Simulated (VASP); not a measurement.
The system is MnS.

```
Mn S
1.0
     0.00000    2.61225    2.61225
     2.61225    0.00000    2.61225
     2.61225    2.61225    0.00000
Mn S
1 1
Direct
  0.00000 0.00000 0.00000
  0.50000 0.50000 0.50000
```

Program: VASP 6.6.1. Alike in all runs: task single point; potentials or basis VASP PAW PBE potentials, release 64 (Mn_pv, S); spin collinear, random start; cell as given; k mesh 6 × 6 × 6; cutoff (eV) 520; smearing gaussian 0.05 eV.

Question: Order these runs on this cell by their band gap on the k mesh, lowest first.
A. level PBE+U; U Mn d U = 3 eV
B. level PBEsol+U; U Mn d U = 4 eV
C. level PBEsol+U; U Mn d U = 2 eV

Answer: C (metal), A (0.25 eV), B (0.52 eV).

Caveats: a cell with one magnetic atom can't hold antiferromagnetic order, which such compounds often take.

A k mesh can miss the band edges.

Not every run made on this cell is shown here.
